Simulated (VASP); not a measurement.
Calculation: PBE GGA, VASP's PBE PAW potentials (set 64) (plane waves; VASP).

The input files of a VASP run:

**KPOINTS**
```
Automatic mesh
0
Gamma
9 9 9
0 0 0
```

**POSCAR**
```
LaC
1
    0.0000000000     3.0564000000     3.0564000000
    3.0564000000     0.0000000000     3.0564000000
    3.0564000000     3.0564000000     0.0000000000
La C
1 1
Direct
  0.0000000000   0.0000000000   0.0000000000
  0.5000000000   0.5000000000   0.5000000000
```

INCAR:
```
SYSTEM = LaC
PREC = Accurate
ENCUT = 520
EDIFF = 1E-6
NELM = 100
ALGO = Normal
LREAL = .FALSE.
LASPH = .TRUE.
ISMEAR = 1
SIGMA = 0.1
GGA = PE
LMAXMIX = 6
LWAVE = .FALSE.
LCHARG = .FALSE.
IBRION = 2
ISIF = 3
NSW = 60
EDIFFG = -0.01
```

POTCAR, in this order: La C (PBE.64 set). Program: vasp_std.

The run wrote:

OSZICAR:
```
...
DAV:   2    -0.161347062517E+02    0.10451E+02   -0.20021E+01  1159   0.706E+01    0.931E+00
DAV:   3    -0.132150016864E+02    0.29197E+01   -0.17773E+01  1347   0.426E+01    0.274E+00
DAV:   4    -0.132223977276E+02   -0.73960E-02   -0.10323E+00  1132   0.169E+01    0.108E+00
DAV:   5    -0.133024699310E+02   -0.80072E-01   -0.31432E-01  1359   0.450E+00    0.710E-01
DAV:   6    -0.133001241920E+02    0.23457E-02   -0.13858E-02  1119   0.128E+00    0.597E-01
DAV:   7    -0.132966289017E+02    0.34953E-02   -0.26579E-02  1269   0.206E+00    0.193E-01
DAV:   8    -0.132959639800E+02    0.66492E-03   -0.26251E-03  1425   0.510E-01    0.550E-02
DAV:   9    -0.132959238026E+02    0.40177E-04   -0.28744E-04  1404   0.165E-01    0.185E-02
DAV:  10    -0.132959236639E+02    0.13874E-06   -0.15041E-05  1207   0.531E-02    0.505E-03
DAV:  11    -0.132959228223E+02    0.84158E-06   -0.17659E-06   774   0.149E-02
   2 F= -.13295923E+02 E0= -.13295777E+02  d E =-.101977E+01
       N       E                     dE             d eps       ncg     rms          rms(c)
DAV:   1    -0.136913497590E+02   -0.39543E+00   -0.11243E+01   932   0.385E+01    0.310E+00
DAV:   2    -0.134167111453E+02    0.27464E+00   -0.11159E+00  1208   0.173E+01    0.131E+00
DAV:   3    -0.133540097184E+02    0.62701E-01   -0.24281E-01  1258   0.621E+00    0.208E-01
DAV:   4    -0.133544018077E+02   -0.39209E-03   -0.13211E-02  1471   0.802E-01    0.170E-01
DAV:   5    -0.133544651471E+02   -0.63339E-04   -0.33534E-04  1126   0.193E-01    0.145E-01
DAV:   6    -0.133547006151E+02   -0.23547E-03   -0.14625E-03  1255   0.634E-01    0.244E-02
DAV:   7    -0.133546945985E+02    0.60166E-05   -0.85419E-05  1141   0.887E-02    0.155E-02
DAV:   8    -0.133546930837E+02    0.15149E-05   -0.91896E-06  1293   0.321E-02    0.431E-03
DAV:   9    -0.133546923457E+02    0.73795E-06   -0.39625E-07   710   0.971E-03
   3 F= -.13354692E+02 E0= -.13353915E+02  d E =-.107854E+01
       N       E                     dE             d eps       ncg     rms          rms(c)
DAV:   1    -0.133583959962E+02   -0.37029E-02   -0.12789E-01   895   0.423E+00    0.313E-01
DAV:   2    -0.133555714583E+02    0.28245E-02   -0.91726E-03  1267   0.154E+00    0.147E-01
DAV:   3    -0.133547257214E+02    0.84574E-03   -0.45160E-03  1228   0.875E-01    0.327E-02
DAV:   4    -0.133547253543E+02    0.36706E-06   -0.21880E-04  1252   0.167E-01    0.209E-02
DAV:   5    -0.133547272876E+02   -0.19332E-05   -0.19994E-05  1303   0.499E-02    0.152E-02
DAV:   6    -0.133547250495E+02    0.22381E-05   -0.81078E-06  1240   0.509E-02    0.400E-03
DAV:   7    -0.133547240857E+02    0.96383E-06   -0.85562E-07   712   0.132E-02
   4 F= -.13354724E+02 E0= -.13353952E+02  d E =-.107858E+01
       N       E                     dE             d eps       ncg     rms          rms(c)
DAV:   1    -0.133547309315E+02   -0.58820E-05   -0.16805E-05   919   0.533E-02    0.330E-03
DAV:   2    -0.133547304493E+02    0.48223E-06   -0.75507E-07   639   0.167E-02
   5 F= -.13354730E+02 E0= -.13353958E+02  d E =-.636360E-05
       N       E                     dE             d eps       ncg     rms          rms(c)
DAV:   1    -0.133547530158E+02   -0.22084E-04   -0.13020E-04   881   0.136E-01    0.102E-02
DAV:   2    -0.133547501365E+02    0.28793E-05   -0.11930E-05  1437   0.420E-02    0.511E-03
DAV:   3    -0.133547490682E+02    0.10683E-05   -0.58800E-06  1140   0.316E-02    0.127E-03
DAV:   4    -0.133547491923E+02   -0.12408E-06   -0.24372E-07   499   0.935E-03
   6 F= -.13354749E+02 E0= -.13353976E+02  d E =-.251067E-04
       N       E                     dE             d eps       ncg     rms          rms(c)
DAV:   1    -0.133547496642E+02   -0.59599E-06   -0.15357E-07   427   0.824E-03    0.286E-04
DAV:   2    -0.133547496591E+02    0.50670E-08   -0.64382E-08   403   0.669E-03
   7 F= -.13354750E+02 E0= -.13353977E+02  d E =-.466837E-06
       N       E                     dE             d eps       ncg     rms          rms(c)
DAV:   1    -0.133547501994E+02   -0.53517E-06   -0.15672E-07   403   0.660E-03    0.333E-04
DAV:   2    -0.133547501940E+02    0.53615E-08   -0.37900E-08   403   0.599E-03
   8 F= -.13354750E+02 E0= -.13353977E+02  d E =-.100171E-05
       N       E                     dE             d eps       ncg     rms          rms(c)
DAV:   1    -0.133547512817E+02   -0.10823E-05   -0.43726E-07   403   0.933E-03    0.567E-04
DAV:   2    -0.133547512707E+02    0.10996E-07   -0.53709E-08   403   0.707E-03
   9 F= -.13354751E+02 E0= -.13353978E+02  d E =-.207838E-05
       N       E                     dE             d eps       ncg     rms          rms(c)
DAV:   1    -0.133547527514E+02   -0.14697E-05   -0.16685E-05   634   0.421E-02    0.113E-03
DAV:   2    -0.133547527100E+02    0.41430E-07   -0.18839E-07   403   0.136E-02
  10 F= -.13354753E+02 E0= -.13353980E+02  d E =-.351765E-05
       N       E                     dE             d eps       ncg     rms          rms(c)
DAV:   1    -0.133547571769E+02   -0.44255E-05   -0.78564E-06   961   0.333E-02    0.272E-03
DAV:   2    -0.133547569181E+02    0.25885E-06   -0.37821E-07   505   0.102E-02
  11 F= -.13354757E+02 E0= -.13353984E+02  d E =-.772577E-05
       N       E                     dE             d eps       ncg     rms          rms(c)
DAV:   1    -0.133547659240E+02   -0.87470E-05   -0.27634E-05   854   0.641E-02    0.480E-03
DAV:   2    -0.133547651768E+02    0.74712E-06   -0.18645E-06   793   0.202E-02
  12 F= -.13354765E+02 E0= -.13353992E+02  d E =-.159845E-04
       N       E                     dE             d eps       ncg     rms          rms(c)
DAV:   1    -0.133547839466E+02   -0.18023E-04   -0.11432E-04   878   0.126E-01    0.975E-03
DAV:   2    -0.133547812603E+02    0.26863E-05   -0.10347E-05  1405   0.420E-02    0.488E-03
DAV:   3    -0.133547803350E+02    0.92530E-06   -0.53738E-06  1113   0.301E-02
  13 F= -.13354780E+02 E0= -.13354006E+02  d E =-.311427E-04
       N       E                     dE             d eps       ncg     rms          rms(c)
DAV:   1    -0.133548216102E+02   -0.40350E-04   -0.58432E-04   901   0.302E-01    0.200E-02
DAV:   2    -0.133548099739E+02    0.11636E-04   -0.38925E-05  1352   0.978E-02    0.974E-03
DAV:   3    -0.133548063053E+02    0.36685E-05   -0.21681E-05  1225   0.604E-02    0.251E-03
DAV:   4    -0.133548064849E+02   -0.17959E-06   -0.78056E-07   600   0.131E-02
  14 F= -.13354806E+02 E0= -.13354032E+02  d E =-.572926E-04
       N       E                     dE             d eps       ncg     rms          rms(c)
DAV:   1    -0.133548996961E+02   -0.93391E-04   -0.23557E-03   907   0.630E-01    0.409E-02
DAV:   2    -0.133548523275E+02    0.47369E-04   -0.16754E-04  1374   0.213E-01    0.198E-02
DAV:   3    -0.133548369447E+02    0.15383E-04   -0.88243E-05  1228   0.123E-01    0.487E-03
DAV:   4    -0.133548373494E+02   -0.40464E-06   -0.46649E-06  1121   0.267E-02
  15 F= -.13354837E+02 E0= -.13354062E+02  d E =-.881571E-04
       N       E                     dE             d eps       ncg     rms          rms(c)
DAV:   1    -0.133550958087E+02   -0.25886E-03   -0.89638E-03   895   0.115E+00    0.812E-02
DAV:   2    -0.133549052241E+02    0.19058E-03   -0.61705E-04  1283   0.401E-01    0.389E-02
DAV:   3    -0.133548462485E+02    0.58976E-04   -0.33058E-04  1228   0.236E-01    0.931E-03
DAV:   4    -0.133548471162E+02   -0.86766E-06   -0.16715E-05  1172   0.492E-02    0.566E-03
DAV:   5    -0.133548494042E+02   -0.22881E-05   -0.34759E-06  1104   0.246E-02    0.245E-03
DAV:   6    -0.133548494275E+02   -0.23294E-07   -0.24152E-07   403   0.655E-03
  16 F= -.13354849E+02 E0= -.13354072E+02  d E =-.100235E-03
```

File OUTCAR:
```
------------------------ aborting loop because EDIFF is reached ----------------------------------------
  FORCE on cell =-STRESS in cart. coord.  units (eV):
  Direction    XX          YY          ZZ          XY          YZ          ZX
  --------------------------------------------------------------------------------------
  Total        0.0148070      0.0148070      0.0148070     -0.0000000     -0.0000000      0.0000000
  in kB        0.5928467      0.5928467      0.5928467     -0.0000000     -0.0000000      0.0000000
  external PRESSURE =       0.5928467 kB  Pullay stress =       0.0000000 kB
  volume of cell :       40.02
      direct lattice vectors                 reciprocal lattice vectors
     0.000000000  2.714781397  2.714781397    -0.184176892  0.184176892  0.184176892
     2.714781397  0.000000000  2.714781397     0.184176892 -0.184176892  0.184176892
     2.714781397  2.714781397 -0.000000000     0.184176892  0.184176892 -0.184176892
 POSITION                                       TOTAL-FORCE (eV/Angst)
 -----------------------------------------------------------------------------------
      0.00000      2.71478      2.71478         0.000000     -0.000000     -0.000000
      2.71478      2.71478      2.71478        -0.000000      0.000000      0.000000
 -----------------------------------------------------------------------------------
    total drift:                               -0.000000     -0.000000     -0.000000
  FREE ENERGIE OF THE ION-ELECTRON SYSTEM (eV)
  ---------------------------------------------------
  free  energy   TOTEN  =       -13.3548494275 eV

  energy  without entropy=      -13.3525175058  energy(sigma->0) =      -13.35407212

 reached required accuracy - stopping structural energy minimisation
```
(Selected blocks of OUTCAR.)

CONTCAR:
```
LaC
   1.00000000000000
     0.0000000000000000    2.7147813974696495    2.7147813974696495
     2.7147813974696495    0.0000000000000000    2.7147813974696495
     2.7147813974696495    2.7147813974696495   -0.0000000000000000
  La              C
     1     1
Direct
     1.0000000000000000    0.0000000000000000    0.0000000000000000
     0.5000000000000000    0.5000000000000000    0.5000000000000000
```

**OUTCAR**
```
 val. band max:        7.2682242599   @ k =   0.4444   0.3333   0.1111

 cond. band min:       7.2833349907   @ k =   0.4444   0.3333   0.0000


 Fermi energy:         7.2711078200

 k-point     1 :       0.0000    0.0000    0.0000
  band No.  band energies     occupation
      1     -23.8770      2.00000
      2      -7.0702      2.00000
      3      -7.0702      2.00000
      4      -7.0702      2.00000
      5      -1.3834      2.00000
      6       7.7870     -0.00000
      7       7.7870     -0.00000
      8       7.7870     -0.00000
      9      10.0015      0.00000
     10      10.0015      0.00000
     11      10.0015      0.00000

 k-point     2 :       0.1111    0.0000    0.0000
  band No.  band energies     occupation
      1     -23.8575      2.00000
      2      -7.2957      2.00000
      3      -7.0839      2.00000
      4      -7.0839      2.00000
      5      -1.1172      2.00000
      6       7.2898      0.68902
      7       7.4732     -0.01492
      8       7.4732     -0.01492
      9       9.7246      0.00000
     10      10.1619      0.00000
     11      10.1619      0.00000

 k-point     3 :       0.2222    0.0000    0.0000
  band No.  band energies     occupation
      1     -23.8076      2.00000
      2      -7.8002      2.00000
      3      -7.1182      2.00000
      4      -7.1182      2.00000
      5      -0.5015      2.00000
      6       6.2793      2.00000
      7       6.8485      2.00000
      8       6.8485      2.00000
      9       9.7209      0.00000
     10      10.4923      0.00000
     11      10.4923      0.00000

 k-point     4 :       0.3333    0.0000    0.0000
  band No.  band energies     occupation
      1     -23.7497      2.00000
      2      -8.2954      2.00000
      3      -7.1565      2.00000
      4      -7.1565      2.00000
      5       0.1467      2.00000
      6       5.3303      2.00000
      7       6.3001      2.00000
      8       6.3001      2.00000
      9      10.0771      0.00000
...
```

Energy and stress use the plane-wave basis of the starting cell.

The structure was generated: LaC was put into the rock salt type (Fm-3m), which need not be its known phase. This run relaxes it. Symmetry was kept, so distortions that lower it aren't found. The electron count is odd and the run is not spin-polarised, which forces a metal.
